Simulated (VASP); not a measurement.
OSZICAR of a VASP run on CaO (relaxed from the rock salt structure, space group Fm-3m):

### OSZICAR
```
       N       E                     dE             d eps       ncg     rms          rms(c)
DAV:   1     0.145769015977E+03    0.14577E+03   -0.96821E+03  1128   0.157E+03
DAV:   2    -0.736723633941E+01   -0.15314E+03   -0.14489E+03  1380   0.362E+02
DAV:   3    -0.146692249751E+02   -0.73020E+01   -0.72435E+01  1408   0.805E+01
DAV:   4    -0.149311536310E+02   -0.26193E+00   -0.26159E+00  1656   0.131E+01
DAV:   5    -0.149338455893E+02   -0.26920E-02   -0.26919E-02  1404   0.139E+00    0.806E+00
DAV:   6    -0.134824750551E+02    0.14514E+01   -0.74527E+00  1304   0.261E+01    0.358E+00
DAV:   7    -0.134278329096E+02    0.54642E-01   -0.63031E-01  1532   0.801E+00    0.170E+00
DAV:   8    -0.134158035727E+02    0.12029E-01   -0.71447E-02  1240   0.308E+00    0.383E-01
DAV:   9    -0.134138884668E+02    0.19151E-02   -0.19610E-02  1412   0.114E+00    0.132E-01
DAV:  10    -0.134141216826E+02   -0.23322E-03   -0.17700E-03  1240   0.473E-01    0.232E-02
DAV:  11    -0.134141287802E+02   -0.70975E-05   -0.13982E-04  1524   0.117E-01    0.145E-02
DAV:  12    -0.134141258447E+02    0.29355E-05   -0.11957E-05  1364   0.419E-02    0.356E-03
DAV:  13    -0.134141257586E+02    0.86076E-07   -0.17391E-06  1112   0.116E-02
   1 F= -.13414126E+02 E0= -.13414126E+02  d E =-.134141E+02
```

### Question
Which electronic solver shows in the log?

### Answer
It is blocked Davidson (ALGO = Normal, or the opening steps of other solvers). The INCAR had ALGO = Normal.

### Question
Can the final energy be trusted as converged?

### Answer
The calculation finished and met its thresholds. It stopped with EDIFF = 1E-6, NELM = 100, NSW = 40 and EDIFFG = -0.02 after 1 ionic step (PBEsol GGA, plane waves, VASP's PBE PAW potentials (set 64)).

The structure was generated: CaO was put into the rock salt type (Fm-3m), which need not be its known phase. It was relaxed first, which changed the volume by -24 %.
